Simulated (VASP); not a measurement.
```yaml
crystal:
  lattice:
    - [9.31462, 0.00000, 0.00000]
    - [0.00000, 9.31462, 0.00000]
    - [0.00000, 0.00000, 8.90847]
  atoms:
    - { symbol: Ti, position: [0.00000, 0.00000, 0.00000] }
    - { symbol: Ti, position: [0.25000, 0.25000, 0.16667] }
    - { symbol: Ti, position: [0.00000, 0.00000, 0.33333] }
    - { symbol: Ti, position: [0.25000, 0.25000, 0.50000] }
    - { symbol: Ti, position: [0.00000, 0.00000, 0.66667] }
    - { symbol: Ti, position: [0.25000, 0.25000, 0.83333] }
    - { symbol: Ti, position: [0.00000, 0.50000, 0.00000] }
    - { symbol: Ti, position: [0.25000, 0.75000, 0.16667] }
    - { symbol: Ti, position: [0.00000, 0.50000, 0.33333] }
    - { symbol: Ti, position: [0.25000, 0.75000, 0.50000] }
    - { symbol: Ti, position: [0.00000, 0.50000, 0.66667] }
    - { symbol: Ti, position: [0.25000, 0.75000, 0.83333] }
    - { symbol: Ti, position: [0.50000, 0.00000, 0.00000] }
    - { symbol: Ti, position: [0.75000, 0.25000, 0.16667] }
    - { symbol: Ti, position: [0.50000, 0.00000, 0.33333] }
    - { symbol: Ti, position: [0.75000, 0.25000, 0.50000] }
    - { symbol: Ti, position: [0.50000, 0.00000, 0.66667] }
    - { symbol: Ti, position: [0.75000, 0.25000, 0.83333] }
    - { symbol: Ti, position: [0.50000, 0.50000, 0.00000] }
    - { symbol: Ti, position: [0.75000, 0.75000, 0.16667] }
    - { symbol: Ti, position: [0.50000, 0.50000, 0.33333] }
    - { symbol: Ti, position: [0.75000, 0.75000, 0.50000] }
    - { symbol: Ti, position: [0.50000, 0.50000, 0.66667] }
    - { symbol: Ti, position: [0.75000, 0.75000, 0.83333] }
    - { symbol: O, position: [0.15237, 0.15237, 0.00000] }
    - { symbol: O, position: [0.40237, 0.09763, 0.16667] }
    - { symbol: O, position: [0.09763, 0.40237, 0.16667] }
    - { symbol: O, position: [0.34763, 0.34763, 0.00000] }
    - { symbol: O, position: [0.15237, 0.15237, 0.33333] }
    - { symbol: O, position: [0.40237, 0.09763, 0.50000] }
    - { symbol: O, position: [0.09763, 0.40237, 0.50000] }
    - { symbol: O, position: [0.34763, 0.34763, 0.33333] }
    - { symbol: O, position: [0.15237, 0.15237, 0.66667] }
    - { symbol: O, position: [0.40237, 0.09763, 0.83333] }
    - { symbol: O, position: [0.09763, 0.40237, 0.83333] }
    - { symbol: O, position: [0.34763, 0.34763, 0.66667] }
    - { symbol: O, position: [0.15237, 0.65237, 0.00000] }
    - { symbol: O, position: [0.40237, 0.59763, 0.16667] }
    - { symbol: O, position: [0.09763, 0.90237, 0.16667] }
    - { symbol: O, position: [0.34763, 0.84763, 0.00000] }
    - { symbol: O, position: [0.15237, 0.65237, 0.33333] }
    - { symbol: O, position: [0.40237, 0.59763, 0.50000] }
    - { symbol: O, position: [0.09763, 0.90237, 0.50000] }
    - { symbol: O, position: [0.34763, 0.84763, 0.33333] }
    - { symbol: O, position: [0.15237, 0.65237, 0.66667] }
    - { symbol: O, position: [0.40237, 0.59763, 0.83333] }
    - { symbol: O, position: [0.09763, 0.90237, 0.83333] }
    - { symbol: O, position: [0.34763, 0.84763, 0.66667] }
    - { symbol: O, position: [0.65237, 0.15237, 0.00000] }
    - { symbol: O, position: [0.90237, 0.09763, 0.16667] }
    - { symbol: O, position: [0.59763, 0.40237, 0.16667] }
    - { symbol: O, position: [0.84763, 0.34763, 0.00000] }
    - { symbol: O, position: [0.65237, 0.15237, 0.33333] }
    - { symbol: O, position: [0.90237, 0.09763, 0.50000] }
    - { symbol: O, position: [0.59763, 0.40237, 0.50000] }
    - { symbol: O, position: [0.84763, 0.34763, 0.33333] }
    - { symbol: O, position: [0.65237, 0.15237, 0.66667] }
    - { symbol: O, position: [0.90237, 0.09763, 0.83333] }
    - { symbol: O, position: [0.59763, 0.40237, 0.83333] }
    - { symbol: O, position: [0.84763, 0.34763, 0.66667] }
    - { symbol: O, position: [0.65237, 0.65237, 0.00000] }
    - { symbol: O, position: [0.90237, 0.59763, 0.16667] }
    - { symbol: O, position: [0.59763, 0.90237, 0.16667] }
    - { symbol: O, position: [0.84763, 0.84763, 0.00000] }
    - { symbol: O, position: [0.65237, 0.65237, 0.33333] }
    - { symbol: O, position: [0.90237, 0.59763, 0.50000] }
    - { symbol: O, position: [0.59763, 0.90237, 0.50000] }
    - { symbol: O, position: [0.84763, 0.84763, 0.33333] }
    - { symbol: O, position: [0.65237, 0.65237, 0.66667] }
    - { symbol: O, position: [0.90237, 0.59763, 0.83333] }
    - { symbol: O, position: [0.59763, 0.90237, 0.83333] }
    - { symbol: O, position: [0.84763, 0.84763, 0.66667] }
```

The numbers are results of PBE GGA, VASP's PBE PAW potentials (set 64) (plane waves; VASP 6.6.1), not measurements. Settings: PREC = Normal, LREAL = Auto, 400 eV cut-off, 1×1×1 Γ-centred mesh, Gaussian smearing of 0.050 eV, potentials Ti O.

At this cut-off the stress carries a Pulay error, which pulls relaxed volumes low. The supercell is sampled at Γ alone, which is coarse: total energies, pressure and levels can be off, energies of defects by several tenths of an eV.

Q: Estimate the energy per atom (σ→0), pressure.

A: 
```yaml
energy per atom (σ→0): -8.801 eV/atom
pressure: -5.37 GPa
```

The absolute energy has meaning only against runs of the same code, potentials and settings.

The cell is a supercell, built from TiO2 (rutile).
